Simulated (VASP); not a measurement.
# In3SbO4 (Pmm2) in VASP: relaxation of cell and atoms with PBE

Aim: the relaxation of cell and atoms of In3SbO4 with PBE.

All numbers are computed with VASP 6.6.1; they aren't measurements. Logs are shortened: lines on timing, memory, paths and dates and some standing lists are left out, and cuts for length are marked.

## 1. The structure

The structure is orthorhombic, space group Pmm2 (No. 25). Conventional cell: a = 3.327 Å, b = 5.849 Å, c = 6.850 Å, α = 90.00°, β = 90.00°, γ = 90.00°. Around In (site symmetry mm2) lie 6 O at 2.14 to 2.34 Å. In (site symmetry mm2) has 6 O at 2.80 to 3.15 Å as nearest neighbours. Around In (site symmetry mm2) lie 4 O at 2.19 Å. Sb (site symmetry mm2) is surrounded by 2 O at 2.24 Å. O (site symmetry m) has 3 In at 2.14 to 2.19 Å as nearest neighbours. Around O (site symmetry m) lie 1 Sb at 2.24 Å and 3 In at 2.34 to 2.55 Å.

The cell was built by a generator and needn't be a form met in nature.

## 2. Relaxation of cell and atoms, PBE

The input, INCAR:

```
PREC = Accurate
ENCUT = 520
EDIFF = 1E-6
ISMEAR = 0
SIGMA = 0.1
LREAL = F
LASPH = T
NELM = 120
ALGO = Normal
ISIF = 3
LWAVE = F
LCHARG = F
GGA = PE
IBRION = 2
NSW = 90
EDIFFG = -0.01
KPAR = 4
```

The input, KPOINTS:

```
regular mesh
0
Gamma
  10 6 4
```

The input, POSCAR:

```
In3SbO4
1.0
    3.3270000000      0.0000000000      0.0000000000
    0.0000000000      5.8490000000      0.0000000000
    0.0000000000      0.0000000000      6.8500000000
In Sb O
3 1 4
Direct
    0.5000000000      0.0000000000      0.3115328500
    0.5000000000      0.5000000000      0.6846715300
    0.0000000000      0.5000000000      0.1678832100
    0.0000000000      0.0000000000      0.7214598500
    0.5000000000      0.2704735900      0.1011678800
    0.0000000000      0.2243118500      0.4559124100
    0.5000000000      0.7295264100      0.1011678800
    0.0000000000      0.7756881500      0.4559124100
```

Potentials or basis: VASP PAW PBE potentials, release 64 (In_d, Sb, O).

Command:

```console
> cat potpaw_PBE.64/In_d/POTCAR potpaw_PBE.64/Sb/POTCAR potpaw_PBE.64/O/POTCAR > POTCAR
> mpirun -np 4 vasp_std > vasp.out
```

OUTCAR:

```text
PREC = Accurate
   ENCUT = 520
   EDIFF = 1E-6
   ISMEAR = 0
   LREAL = F
   LASPH = T
   NELM = 120
   ISIF = 3
   GGA = PE
   IBRION = 2
   NSW = 90
   EDIFFG = -0.01

 ion  position               nearest neighbor table
   1  0.500  0.000  0.312-   5 2.14   7 2.14   6 2.34   8 2.34   6 2.34   8 2.34   4 3.26   4 3.26
                             3 3.51   3 3.51   3 3.51   3 3.51   2 3.88   2 3.88
   2  0.500  0.500  0.685-   6 2.80   8 2.80   6 2.80   8 2.80   4 3.37   4 3.37   4 3.37   4 3.37
                             3 3.70   3 3.70   1 3.88   1 3.88   3 3.91   3 3.91
   3  0.000  0.500  0.168-   5 2.19   7 2.19   5 2.19   7 2.19   6 2.55   8 2.55   1 3.51   1 3.51
                             1 3.51   1 3.51   2 3.70   2 3.70   2 3.91   2 3.91
   4  0.000  0.000  0.721-   6 2.24   8 2.24   1 3.26   1 3.26   2 3.37   2 3.37   2 3.37   2 3.37

   5  0.500  0.270  0.101-   1 2.14   3 2.19   3 2.19
   6  0.000  0.224  0.456-   4 2.24   1 2.34   1 2.34   3 2.55   2 2.80   2 2.80
   7  0.500  0.730  0.101-   1 2.14   3 2.19   3 2.19
   8  0.000  0.776  0.456-   4 2.24   1 2.34   1 2.34   3 2.55   2 2.80   2 2.80

  LATTYP: Found a simple orthorhombic cell.
 ALAT       =     3.3270000000
 B/A-ratio  =     1.7580402765
 C/A-ratio  =     2.0589119327

  Lattice vectors:

 A1 = (   3.3270000000,   0.0000000000,   0.0000000000)
 A2 = (   0.0000000000,   5.8490000000,   0.0000000000)
 A3 = (   0.0000000000,   0.0000000000,   6.8500000000)

Analysis of symmetry for initial positions (statically):
=====================================================================
 Subroutine PRICEL returns:
 Original cell was already a primitive cell.

 Routine SETGRP: Setting up the symmetry group for a
 simple orthorhombic supercell.

 Subroutine GETGRP returns: Found  4 space group operations
 (whereof  4 operations were pure point group operations)
 out of a pool of  8 trial point group operations.

The static configuration has the point symmetry C_2v.

Analysis of symmetry for dynamics (positions and initial velocities):
=====================================================================
 Subroutine PRICEL returns:
 Original cell was already a primitive cell.

 Routine SETGRP: Setting up the symmetry group for a
 simple orthorhombic supercell.

 Subroutine GETGRP returns: Found  4 space group operations
 (whereof  4 operations were pure point group operations)
 out of a pool of  8 trial point group operations.

The dynamic configuration has the point symmetry C_2v.

 Subroutine INISYM returns: Found  4 space group operations
 (whereof  4 operations are pure point group operations),
 and found     1 'primitive' translations

----------------------------------------------------------------------------------------

                                     Primitive cell

  volume of cell :     133.2984

  direct lattice vectors                    reciprocal lattice vectors
     3.327000000  0.000000000  0.000000000     0.300571085  0.000000000  0.000000000
     0.000000000  5.849000000  0.000000000     0.000000000  0.170969396  0.000000000
     0.000000000  0.000000000  6.850000000     0.000000000  0.000000000  0.145985401

  length of vectors
     3.327000000  5.849000000  6.850000000     0.300571085  0.170969396  0.145985401

  position of ions in fractional coordinates (direct lattice)
     0.500000000  0.000000000  0.311532850
     0.500000000  0.500000000  0.684671530
     0.000000000  0.500000000  0.167883210
     0.000000000  0.000000000  0.721459850
     0.500000000  0.270473590  0.101167880
     0.000000000  0.224311850  0.455912410
     0.500000000  0.729526410  0.101167880
     0.000000000  0.775688150  0.455912410

  ion indices of the primitive-cell ions
   primitive index   ion index
                 1           1
                 2           2
                 3           3
                 4           4
                 5           5
                 6           6
                 7           7
                 8           8

----------------------------------------------------------------------------------------

 KPOINTS: regular mesh

Automatic generation of k-mesh.
 Grid dimensions read from file:
 generate k-points for:   10    6    4

 Generating k-lattice:

  Cartesian coordinates                     Fractional coordinates (reciprocal lattice)
     0.030057109  0.000000000  0.000000000     0.100000000  0.000000000  0.000000000
     0.000000000  0.028494899  0.000000000     0.000000000  0.166666667  0.000000000
     0.000000000  0.000000000  0.036496350     0.000000000  0.000000000  0.250000000

  Length of vectors
     0.030057109  0.028494899  0.036496350

  Shift w.r.t. Gamma in fractional coordinates (k-lattice)
     0.000000000  0.000000000  0.000000000

 Subroutine IBZKPT returns following result:
 ===========================================

 Found     72 irreducible k-points:

 Following reciprocal coordinates:
            Coordinates               Weight
  0.000000  0.000000  0.000000      1.000000
  0.100000  0.000000  0.000000      2.000000
  0.200000  0.000000  0.000000      2.000000
  0.300000  0.000000  0.000000      2.000000
  0.400000  0.000000  0.000000      2.000000
  0.500000  0.000000  0.000000      1.000000
[... 16 lines left out ...]
  0.400000  0.500000  0.000000      2.000000
  0.500000  0.500000  0.000000      1.000000
 [... further k-points ...]
   k-points           NKPTS =     72   k-points in BZ     NKDIM =     72   number of bands    NBANDS=     40
   number of dos      NEDOS =    301   number of ions     NIONS =      8
   total plane-waves  NPLWV =  72576
   dimension x,y,z NGX =    28 NGY =   48 NGZ =   54
   dimension x,y,z NGXF=    56 NGYF=   96 NGZF=  108
   ions per type =               3   1   4
   NGX,Y,Z   is equivalent  to a cutoff of  13.99, 13.64, 13.11 a.u.
   NGXF,Y,Z  is equivalent  to a cutoff of  27.98, 27.29, 26.21 a.u.
 SYSTEM =  unknown system
   PREC   = accura    normal or accurate (medium, high low for compatibility)
   ISTART =      0    job   : 0-new  1-cont  2-samecut
   ICHARG =      2    charge: 1-file 2-atom 10-const
   ISPIN  =      1    spin polarized calculation?
   LNONCOLLINEAR =      F non collinear calculations
   LSORBIT =      F    spin-orbit coupling
   LASPH  =      T    aspherical Exc in radial PAW
   ENCUT  =  520.0 eV  38.22 Ry    6.18 a.u.   6.19 10.88 12.74*2*pi/ulx,y,z
   NELM   =    120;   NELMIN=  2; NELMDL= -5     # of ELM steps
   EDIFF  = 0.1E-05   stopping-criterion for ELM
   LREAL  =      F    real-space projection
   EDIFFG = -.1E-01   stopping-criterion for IOM
   NSW    =     90    number of steps for IOM
   IBRION =      2    ionic relax: 0-MD 1-quasi-New 2-CG
   NFREE  =      1    steps in history (QN), initial steepest desc. (CG)
   ISIF   =      3    stress and relaxation
   ISYM   =      2    0-nonsym 1-usesym 2-fastsym
   POTIM  = 0.5000    time-step for ionic-motion
   TEBEG  =    0.0;   TEEND  =   0.0 temperature during run
   PSTRESS=    0.0 pullay stress
   NELECT =      68.0000    total number of electrons
   NUPDOWN=      -1.0000    fix difference up-down
   EMIN   =  10.00;   EMAX   =-10.00  energy-range for DOS
   EFERMI =   0.00;   METHOD = LEGACY
   ISMEAR =     0;   SIGMA  =   0.10  broadening in eV -4-tet -1-fermi 0-gaus
   EFERMI_NEDOS =   21; number of points for ismear=-14 and -15
   IALGO  =     38    algorithm
   IMIX   =      4    mixing-type and parameters
     AMIX     =   0.40;   BMIX     =  1.00
     AMIX_MAG =   1.60;   BMIX_MAG =  1.00
  volume/ion in A,a.u.               =      16.66       112.44
  Fermi-wavevector in a.u.,A,eV,Ry     =   1.308086  2.471923 23.280762  1.711088
  Thomas-Fermi vector in A             =   2.438776
   LORBIT       =      0    0 simple, 1 ext, 2 COOP (PROOUT), +10 PAW based schemes
   GGA     = PE    functional components
   LHFCALC =     F    Hartree Fock is set to
   AEXX    =    0.0000 exact exchange contribution
   IVDW    =     0    specifies the selected vdW correction
   LEPSILON=     F    determine dielectric tensor
   LRPA    =     F    only Hartree local field effects (RPA)
 conjugate gradient relaxation of ions
 non-spin polarized calculation
 Gauss-broadening in eV      SIGMA  =   0.10
  energy-cutoff  :      520.00
  volume of cell :      133.30
 maximum number of plane-waves:      3646
 NGX is ok and might be reduce to    28
   NGX = 13   NGY = 21   NGZ = 25

--------------------------------------- Ionic step        1  -------------------------------------------

 number of electron      68.0000010 magnetization

 Free energy of the ion-electron system (eV)
  ---------------------------------------------------
  ext. energy  EPLUGINS =         0.00000000
  ---------------------------------------------------
  free energy    TOTEN  =       -39.03769462 eV

  energy without entropy =      -39.02510031  energy(sigma->0) =      -39.03139747

------------------------ aborting loop because EDIFF is reached ----------------------------------------

  FORCE on cell =-STRESS in cart. coord.  units (eV):
  Direction    XX          YY          ZZ          XY          YZ          ZX
  --------------------------------------------------------------------------------------
  -------------------------------------------------------------------------------------
  Total       -2.5661806     -0.6569817      0.5631689      0.0000000      0.0000000      0.0000000
  in kB      -30.8441499     -7.8965766      6.7689959      0.0000000      0.0000000      0.0000000
  external PRESSURE =     -10.6572435 kB  Pullay stress =       0.0000000 kB
[... 107 lines left out ...]
  FREE ENERGIE OF THE ION-ELECTRON SYSTEM (eV)
  ---------------------------------------------------
  free  energy   TOTEN  =       -39.0810771203 eV

  energy  without entropy=      -39.0707545534  energy(sigma->0) =      -39.07591584

 E-fermi :   6.3648     XC(G=0): -10.0579

 val. band max:        6.3499181679   @ k =   0.4000   0.3333   0.5000
 cond. band min:       6.3763416079   @ k =   0.1000   0.1667   0.2500
 fundamental gap:      0.0264234400
 Fermi energy:         6.3648309345

 k-point     1 :       0.0000    0.0000    0.0000
  band No.  band energies     occupation
      1     -13.0636      2.00000
      2     -12.5469      2.00000
      3     -12.0188      2.00000
      4     -11.8565      2.00000
      5      -8.4621      2.00000
      6      -8.4360      2.00000
[... 1021 lines left out ...]
     39      10.1624      0.00000
     40      10.3282      0.00000

 [... further k-points ...]

[... ionic steps 4 to 43 ...]

--------------------------------------- Ionic step       44  -------------------------------------------

 number of electron      68.0000019 magnetization

------------------------ aborting loop because EDIFF is reached ----------------------------------------

  FORCE on cell =-STRESS in cart. coord.  units (eV):
  Direction    XX          YY          ZZ          XY          YZ          ZX
  --------------------------------------------------------------------------------------
  -------------------------------------------------------------------------------------
  Total        0.0799688      0.0071661      0.0495842      0.0000000      0.0000000      0.0000000
  in kB        0.9011921      0.0807571      0.5587790      0.0000000      0.0000000      0.0000000
  external PRESSURE =       0.5135761 kB  Pullay stress =       0.0000000 kB
[... 69 lines left out ...]
  energy  without entropy=      -39.5465358757  energy(sigma->0) =      -39.54986254

--------------------------------------- Ionic step       46  -------------------------------------------

 number of electron      68.0000019 magnetization

 Free energy of the ion-electron system (eV)
  ---------------------------------------------------
  ext. energy  EPLUGINS =         0.00000000
  ---------------------------------------------------
  free energy    TOTEN  =       -39.55321093 eV

  energy without entropy =      -39.54655589  energy(sigma->0) =      -39.54988341

 E-fermi :   6.4026     XC(G=0):  -9.9444

 val. band max:        6.3901418083   @ k =   0.1000   0.3333   0.2500
 cond. band min:       6.4091127097   @ k =   0.3000   0.0000   0.0000
 fundamental gap:      0.0189709014
 Fermi energy:         6.4025835985

 k-point     1 :       0.0000    0.0000    0.0000
  band No.  band energies     occupation
      1     -13.4930      2.00000
      2     -12.6992      2.00000
      3     -12.3823      2.00000
      4     -12.1799      2.00000
      5      -8.6506      2.00000
      6      -8.4901      2.00000
[... 1021 lines left out ...]
     39       9.8036      0.00000
     40      10.3173      0.00000

 [... further k-points ...]

------------------------ aborting loop because EDIFF is reached ----------------------------------------

  FORCE on cell =-STRESS in cart. coord.  units (eV):
  Direction    XX          YY          ZZ          XY          YZ          ZX
  --------------------------------------------------------------------------------------
  -------------------------------------------------------------------------------------
  Total        0.0181888     -0.0163889      0.0071143      0.0000000      0.0000000      0.0000000
  in kB        0.2049341     -0.1846537      0.0801573      0.0000000      0.0000000      0.0000000
  external PRESSURE =       0.0334792 kB  Pullay stress =       0.0000000 kB
[... 23 lines left out ...]
  FREE ENERGIE OF THE ION-ELECTRON SYSTEM (eV)
  ---------------------------------------------------
  free  energy   TOTEN  =       -39.5532109327 eV

  energy  without entropy=      -39.5465558945  energy(sigma->0) =      -39.54988341

 reached required accuracy - stopping structural energy minimisation
```

Run time: 33 min. Hardware: 4 MPI ranks of Intel Xeon Platinum 8559C (Emerald Rapids), shared host; peak memory 0.49 GiB.

What came out:

```yaml
Free_energy: -39.5532 eV
Relaxed_volume: 17.78 Å³/atom
Relaxed_cell: a = 3.245 Å, b = 5.930 Å, c = 7.391 Å, α = 90.00°, β = 90.00°, γ = 90.00°
Space_group_after_relaxing_to_0.05_Å: Pmm2 (No. 25)
Energy_gained_by_relaxing: 64.4 meV/atom
Ionic_steps: 46
Pressure_after_relaxing: 0.0 GPa
Largest_force_after_relaxing: 0.010 eV/Å
Band_gap_on_the_k_mesh: none (metal or under the smearing width)
```

Forces in eV/Å, atoms in the order of the input:
```
In   0.000  0.000  0.000
In   0.000  0.000  0.000
In   0.000  0.000  0.003
Sb   0.000  0.000  0.010
O    0.000 -0.001 -0.004
O    0.000 -0.001 -0.002
O    0.000  0.001 -0.004
O    0.000  0.001 -0.002
```

The path:
```csv
step,energy change (eV),largest force (eV/Å),pressure (GPa),volume (Å³)
1,0.0000,0.3656,-1.07,133.30
3,-0.0434,0.2660,1.57,130.55
5,-0.0753,0.4680,0.20,132.72
7,-0.1023,0.4112,-0.39,135.28
9,-0.1294,0.4115,0.77,136.07
11,-0.1650,0.2590,-0.27,138.88
13,-0.1690,0.4736,-0.70,140.21
15,-0.2070,0.4859,-0.25,141.73
17,-0.2101,0.5387,-0.05,142.19
19,-0.2823,0.6070,0.45,144.11
21,-0.2907,0.8392,0.71,144.69
23,-0.3587,0.5185,-0.97,148.39
25,-0.4578,0.3941,0.26,146.49
27,-0.4802,0.2028,0.01,146.84
29,-0.4904,0.1340,-0.03,146.80
31,-0.4971,0.1751,-0.17,146.54
33,-0.5061,0.1337,-0.12,144.96
35,-0.5138,0.0869,0.21,142.40
37,-0.5147,0.0543,-0.05,142.45
39,-0.5152,0.0240,-0.04,142.32
41,-0.5153,0.0138,0.06,142.13
43,-0.5155,0.0217,0.04,142.17
45,-0.5155,0.0204,0.02,142.18
46,-0.5155,0.0095,0.00,142.20
```

Final structure:
```cif
data_structure
_symmetry_space_group_name_H-M 'P 1'
_symmetry_Int_Tables_number 1
_cell_length_a 3.2448
_cell_length_b 5.9296
_cell_length_c 7.3906
_cell_angle_alpha 90.000
_cell_angle_beta 90.000
_cell_angle_gamma 90.000
_cell_volume 142.20
loop_
_atom_site_label
_atom_site_type_symbol
_atom_site_fract_x
_atom_site_fract_y
_atom_site_fract_z
_atom_site_occupancy
In1 In 0.50000 0.00000 0.27259 1
In2 In 0.50000 0.50000 0.81955 1
In3 In 0.00000 0.50000 0.21879 1
Sb1 Sb 0.00000 0.00000 0.65498 1
O1 O 0.50000 0.28431 0.09979 1
O2 O 0.00000 0.21200 0.41710 1
O3 O 0.50000 0.71569 0.09979 1
O4 O 0.00000 0.78800 0.41710 1
```

The run has no spin-orbit coupling, so splittings on Sb are missing.
